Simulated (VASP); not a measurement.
Here is the system:

```
CELL_PARAMETERS angstrom
      0.00000     3.03911     3.03911
      3.03911     0.00000     3.03911
      3.03911     3.03911     0.00000
ATOMIC_POSITIONS crystal
  Pb 0.00000 0.00000 0.00000
  S  0.50000 0.50000 0.50000
```

These are RPBE GGA, VASP's PBE PAW potentials (set 64) (plane waves; VASP) values and carry that method's errors. Run with 520 eV cut-off, Gaussian smearing of 0.050 eV, potentials Pb_d S.

Unless said otherwise, spin-orbit coupling is left out, though it shifts the bands of the heavy elements here.

### Question
Estimate the band gap (along the path) with the smallest direct gap where there is one.

### Answer

* **band gap (along the path)**: 0.71 eV
* **smallest direct gap (along the path)**: 0.71 eV

Only differences to runs with the same potentials and settings are physical.

The compound is PbS in the rock salt structure. It was relaxed first, which changed the volume by +7 %.
